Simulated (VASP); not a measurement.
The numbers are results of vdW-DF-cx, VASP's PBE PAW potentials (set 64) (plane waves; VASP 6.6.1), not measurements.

A VASP calculation is set up with these files.

### KPOINTS
```
K-points
0
gamma
  11 11 11
```

**INCAR**
```
LREAL  =  F   ! projection in real space or not
PREC  =  Accurate
NEDOS  =  601   ! DOS grid
ISIF  =  2   ! forces and stress, cell fixed
LWAVE  =  F
SYSTEM  =  K
LORBIT  =  11   ! lm-projected
LASPH  =  T   ! aspherical one-centre terms
NELM  =  100   ! most electronic steps
ISMEAR  =  -5
EDIFF  =  1E-7
AGGAC  =  0.0
ENCUT  =  520   ! plane-wave cut-off (eV)
GGA  =  CX
ALGO  =  Normal   ! blocked Davidson
LUSE_VDW  =  T
LCHARG  =  T
```

**POSCAR**
```
K
4.5726140
 -0.5773502859   0.5773502859   0.5773502859
  0.5773502859  -0.5773502859   0.5773502859
  0.5773502859   0.5773502859  -0.5773502859
K
1
Cart
  0.0000000000   0.0000000000   0.0000000000
```

POTCAR, in this order: K_sv (PBE.64 set). Program: vasp_std.

The run wrote:

### OSZICAR
```
       N       E                     dE             d eps       ncg     rms          rms(c)
DAV:   1     0.465158319260E+02    0.46516E+02   -0.36746E+03   896   0.860E+02
DAV:   2     0.246218576227E+01   -0.44054E+02   -0.43997E+02   896   0.214E+02
DAV:   3     0.122623759198E+01   -0.12359E+01   -0.12344E+01  1496   0.323E+01
DAV:   4     0.120267876243E+01   -0.23559E-01   -0.23542E-01  1344   0.319E+00
DAV:   5     0.120246344451E+01   -0.21532E-03   -0.21527E-03  1568   0.207E-01    0.210E+00
DAV:   6     0.119978541425E+01   -0.26780E-02   -0.29365E-03  1344   0.368E-01    0.130E+00
DAV:   7     0.119634795115E+01   -0.34375E-02   -0.79697E-03  1208   0.609E-01    0.640E-02
DAV:   8     0.119602049021E+01   -0.32746E-03   -0.33277E-04  1400   0.199E-01    0.255E-02
DAV:   9     0.119589764691E+01   -0.12284E-03   -0.21157E-04  1152   0.982E-02    0.112E-02
DAV:  10     0.119589663558E+01   -0.10113E-05   -0.10765E-05  1568   0.271E-02    0.275E-03
DAV:  11     0.119589649261E+01   -0.14297E-06   -0.28188E-07  1216   0.432E-03    0.124E-03
DAV:  12     0.119589661897E+01    0.12635E-06   -0.23843E-07  1392   0.306E-03    0.329E-04
DAV:  13     0.119589656853E+01   -0.50438E-07   -0.51856E-09   776   0.496E-04
   1 F= 0.11958966E+01 E0= 0.11958966E+01  d E =0.000000E+00
```

### OUTCAR
```
------------------------ aborting loop because EDIFF is reached ----------------------------------------
  FORCE on cell =-STRESS in cart. coord.  units (eV):
  Direction    XX          YY          ZZ          XY          YZ          ZX
  --------------------------------------------------------------------------------------
  Total        0.0118331      0.0118331      0.0118331     -0.0000000     -0.0000000     -0.0000000
  in kB        0.2575960      0.2575960      0.2575960     -0.0000000     -0.0000000     -0.0000000
  external PRESSURE =       0.2575960 kB  Pullay stress =       0.0000000 kB
  volume of cell :       73.60
      direct lattice vectors                 reciprocal lattice vectors
    -2.640000000  2.640000000  2.640000000     0.000000000  0.189393939  0.189393939
     2.640000000 -2.640000000  2.640000000     0.189393939  0.000000000  0.189393939
     2.640000000  2.640000000 -2.640000000     0.189393939  0.189393939  0.000000000
 POSITION                                       TOTAL-FORCE (eV/Angst)
 -----------------------------------------------------------------------------------
      0.00000      0.00000      0.00000        -0.000000     -0.000000     -0.000000
 -----------------------------------------------------------------------------------
    total drift:                               -0.000000     -0.000000      0.000000
  FREE ENERGIE OF THE ION-ELECTRON SYSTEM (eV)
  ---------------------------------------------------
  free  energy   TOTEN  =         1.1958965685 eV

  energy  without entropy=        1.1958965685  energy(sigma->0) =        1.19589657

 total charge

# of ion       s       p       d       tot
------------------------------------------
    1        1.978   5.552   0.005   7.535
```
(Selected blocks of OUTCAR.)

For a metal the tetrahedron method with Blöchl corrections gives inexact stress and forces.

The compound is K in the bcc structure. The cell was not relaxed at this level.
